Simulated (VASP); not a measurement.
```xyz
2
Lattice="3.4643 0.0000 0.0000 -1.7322 3.0002 0.0000 0.0000 0.0000 5.7103" Properties=species:S:1:pos:R:3 pbc="T T T"
Pb     0.0000     2.0001     1.4276
Pb     1.7322     1.0001     4.2827
```

All values below come from PBEsol GGA, VASP's PBE PAW potentials (set 64) (plane waves; VASP 6.6.1). Settings: 400 eV cut-off, Gaussian smearing of 0.050 eV, potentials Pb_d.

Q: Give the energies of bands 11 to 17 at the high-symmetry points, in eV from the Fermi level.

A: 
```tsv
band	Γ	M	K	A	L	H
11	-11.84	-8.25	-7.17	-10.63	-7.46	-6.92
12	-8.16	-7.05	-7.17	-10.63	-7.46	-6.92
13	-4.26	-2.95	-2.77	0.74	-3.72	-2.47
14	5.87	-1.54	-0.51	0.74	-3.72	-2.47
15	5.87	-0.45	-0.51	6.72	3.59	-1.48
16	7.62	1.81	0.72	6.72	3.59	-1.48
17	7.66	2.21	1.18	6.72	3.61	5.00
```

It has no gap at this level: it comes out as a metal or semimetal.

The structure comes from a measured Pb entry (P6_3/mmc) of the Crystallography Open Database, whose conditions weren't checked. It was relaxed first.
